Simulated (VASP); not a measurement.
Ni:

```xyz
1
Lattice="0.0000 1.7619 1.7619 1.7619 0.0000 1.7619 1.7619 1.7619 0.0000" Properties=species:S:1:pos:R:3 pbc="T T T"
Ni    0.0000    0.0000    0.0000
```

The cell was built by a generator and needn't be a form met in nature.

```yaml
Program: VASP 6.6.1
Task: relaxation of cell and atoms
Functional: LDA
Potentials_or_basis: VASP PAW LDA potentials, release 64 (Ni)
Cutoff: 600 eV
k_mesh: 18 × 18 × 18
Occupations: methfessel-paxton, width 0.1 eV
Spin: collinear spin, ferromagnetic start
Starting_moments: "[2.0] μB"
```

At the start: pressure -18.0 GPa; volume 10.94 Å³/atom.

Where does the relaxation end?

Over 4 steps the energy falls by 56.3 meV/atom and the volume is 10.02 Å³/atom (-8.4 %); space group Fm-3m (No. 225, to 0.05 Å); moment 0.60 μB per cell.

The path:
```tsv
step	energy change (eV)	largest force (eV/Å)	pressure (GPa)	volume (Å³)
1	0.0000	0.0000	-17.96	10.94
2	0.0227	0.0000	30.56	9.11
3	-0.0563	0.0000	-0.48	10.04
4	-0.0563	0.0000	-0.09	10.02
```

Final structure:
```yaml
crystal:
  lattice:
    - [0.00000, 1.71108, 1.71108]
    - [1.71108, 0.00000, 1.71108]
    - [1.71108, 1.71108, 0.00000]
  atoms:
    - { symbol: Ni, position: [0.00000, 0.00000, 0.00000] }
```
